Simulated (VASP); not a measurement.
These are PBE GGA, VASP's PBE PAW potentials (set 64) (plane waves; VASP) values and carry that method's errors.

VASP ran on this input.

### INCAR
```
ALGO = All
EDIFF = 1E-6
ENCUT = 520
GGA = PE
ISIF = 2
ISMEAR = 1
LASPH = .True.
LCHARG = .False.
LREAL = .False.
LWAVE = .False.
NELM = 100
PREC = Accurate
SIGMA = 0.1
SYSTEM = MgB2
```

File POSCAR:
```
MgB2
1.0
  1.5033750000  -2.7403260000   0.0000000000
  1.5033750000   2.7403260000   0.0000000000
  0.0000000000   0.0000000000   3.5143660000
Mg B
1 2
Direct
  0.0000000000   0.0000000000   0.0000000000
  0.3333330000   0.6666670000   0.5000000000
  0.6968860000   0.3635520000   0.5000000000
```

**KPOINTS**
```
Automatic mesh
0
Gamma
10 10 8
0 0 0
```

POTCAR, in this order: Mg B (PBE.64 set). Program: vasp_std.

The resulting files:

File OSZICAR:
```
       N       E                     dE             d eps       ncg     rms           ort
DAV:   1     0.539006468379E+01    0.53901E+01   -0.39340E+03  2080   0.900E+02
DAV:   2    -0.166266555324E+02   -0.22017E+02   -0.20811E+02  2080   0.109E+02
DAV:   3    -0.169116147462E+02   -0.28496E+00   -0.27908E+00  2080   0.149E+01
DAV:   4    -0.169120765360E+02   -0.46179E-03   -0.46174E-03  2080   0.556E-01
DAV:   5    -0.169120769680E+02   -0.43200E-06   -0.43238E-06  2080   0.104E-02
SDA:   6    -0.137346454774E+02    0.31774E+01   -0.43238E-06  2080   0.416E+01   0.000E+00
CGA:   7    -0.150926949073E+02   -0.13580E+01   -0.14625E+01  2080   0.314E+00  -0.629E+00
CGA:   8    -0.152251165192E+02   -0.13242E+00   -0.13242E+00  2080   0.247E-01   0.158E-02
CGA:   9    -0.152377019179E+02   -0.12585E-01   -0.12841E-01  2080   0.264E-02  -0.865E-03
CGA:  10    -0.152388348163E+02   -0.11329E-02   -0.11321E-02  2080   0.155E-03   0.377E-05
CGA:  11    -0.152389080511E+02   -0.73235E-04   -0.73038E-04  2080   0.147E-04   0.105E-05
CGA:  12    -0.152389155062E+02   -0.74551E-05   -0.74074E-05  2080   0.118E-05   0.248E-06
CGA:  13    -0.152389160823E+02   -0.57607E-06   -0.57089E-06  2080   0.120E-06   0.390E-07
   1 F= -.15238916E+02 E0= -.15238909E+02  d E =-.199266E-04
```

File OUTCAR:
```
------------------------ aborting loop because EDIFF is reached ----------------------------------------
  FORCE on cell =-STRESS in cart. coord.  units (eV):
  Direction    XX          YY          ZZ          XY          YZ          ZX
  --------------------------------------------------------------------------------------
  Total        1.7879316     -1.9242373      0.1637815     -0.1885933      0.0000000      0.0000000
  in kB       98.9270254   -106.4688779      9.0620984    -10.4349484      0.0000000      0.0000000
  external PRESSURE =       0.5067486 kB  Pullay stress =       0.0000000 kB
  volume of cell :       28.96
      direct lattice vectors                 reciprocal lattice vectors
     1.503375000 -2.740326000  0.000000000     0.332585017 -0.182460043  0.000000000
     1.503375000  2.740326000  0.000000000     0.332585017  0.182460043  0.000000000
     0.000000000  0.000000000  3.514366000     0.000000000  0.000000000  0.284546345
 POSITION                                       TOTAL-FORCE (eV/Angst)
 -----------------------------------------------------------------------------------
      0.00000      0.00000      0.00000         0.227652      0.017854      0.000000
      1.50337      0.91344      1.75718         0.747551     -0.226638      0.000000
      1.59424     -0.91344      1.75718        -0.975203      0.208785      0.000000
 -----------------------------------------------------------------------------------
    total drift:                                0.000018     -0.000003      0.000000
  FREE ENERGIE OF THE ION-ELECTRON SYSTEM (eV)
  ---------------------------------------------------
  free  energy   TOTEN  =       -15.2389160823 eV

  energy  without entropy=      -15.2388961557  energy(sigma->0) =      -15.23890944
```
(Selected blocks of OUTCAR.)

File OUTCAR:
```
 val. band max:        5.3112439385   @ k =   0.5000   0.3000   0.3750

 cond. band min:       5.3330469100   @ k =  -0.0000   0.1000   0.0000


 Fermi energy:         5.3119218090

 k-point     1 :       0.0000    0.0000    0.0000
  band No.  band energies     occupation
      1      -7.1463      2.00000
      2       2.3571      2.00000
      3       5.0528      2.00153
      4       6.2367     -0.00000
      5       6.9984     -0.00000
      6      10.7011      0.00000
      7      12.0803      0.00000
      8      13.7490      0.00000

 k-point     2 :       0.1000   -0.0000    0.0000
  band No.  band energies     occupation
      1      -6.9689      2.00000
      2       2.5346      2.00000
      3       4.4147      2.00000
      4       5.6269     -0.00008
      5       7.1647     -0.00000
      6      11.5010      0.00000
      7      11.6628      0.00000
      8      14.1645      0.00000

 k-point     3 :      -0.0000    0.1000    0.0000
  band No.  band energies     occupation
      1      -6.9677      2.00000
      2       2.5266      2.00000
      3       4.6890      2.00000
      4       5.3330      0.65031
      5       7.1360     -0.00000
      6      10.7307      0.00000
      7      12.6172      0.00000
      8      14.1706      0.00000

 k-point     4 :       0.2000   -0.0000    0.0000
  band No.  band energies     occupation
      1      -6.4399      2.00000
      2       2.8182      2.00000
      3       3.0634      2.00000
      4       4.5928      2.00000
      5       7.6457      0.00000
      6      10.7990      0.00000
      7      12.9984      0.00000
      8      13.3333      0.00000

 k-point     5 :      -0.0000    0.2000    0.0000
  band No.  band energies     occupation
      1      -6.4351      2.00000
      2       3.0268      2.00000
      3       3.2915      2.00000
      4       4.0389      2.00000
      5       7.5981      0.00000
      6      10.3752      0.00000
      7      13.3036      0.00000
...
```

The all-band solver leaves the empty bands unoptimised.

The compound is MgB2 in the AlB2 type structure. The cell was not relaxed at this level, atoms are displaced from their ideal sites. The run is one of a series of settings (ALGO = All against the base run), some of them coarse on purpose.
